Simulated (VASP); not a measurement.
Crystal: Cu.

```
Cu
1.0
     0.00000    1.82500    1.82500
     1.82500    0.00000    1.82500
     1.82500    1.82500    0.00000
Cu
1
Direct
  0.00000 0.00000 0.00000
```

* Program: VASP 6.6.1
* Task: relaxation of cell and atoms
* Functional: RPBE
* Potentials or basis: VASP PAW PBE potentials, release 64 (Cu)
* Cutoff: 600 eV
* k mesh: 20 × 20 × 20
* Occupations: gaussian, width 0.1 eV
* Spin: no spin polarisation

At the start: pressure 3.6 GPa; volume 12.16 Å³/atom.

Where does the relaxation end?

Over 10 steps the energy falls by 2.8 meV/atom and the volume is 12.46 Å³/atom (+2.5 %); space group Fm-3m (No. 225, to 0.05 Å).

The path:
```
step  energy change (eV)  largest force (eV/Å)  pressure (GPa)  volume (Å³)
   1              0.0000                0.0000            3.58        12.16
   2             -0.0018                0.0000           -1.54        12.64
   3             -0.0028                0.0000            0.23        12.44
   4             -0.0028                0.0000           -0.10        12.46
   5             -0.0028                0.0000            0.20        12.46
   6             -0.0028                0.0000           -0.21        12.46
   7             -0.0028                0.0000            0.11        12.46
   8             -0.0028                0.0000           -0.18        12.46
   9             -0.0028                0.0000            0.08        12.46
  10             -0.0028                0.0000           -0.03        12.46
```

Final structure:
```xyz
1
Lattice="0.0000 1.8399 1.8399 1.8399 0.0000 1.8399 1.8399 1.8399 0.0000" Properties=species:S:1:pos:R:3 pbc="T T T"
Cu    0.0000    0.0000    0.0000
```

Caveat: the PAW data sets were made with another functional, which shifts forces and pressure a little.
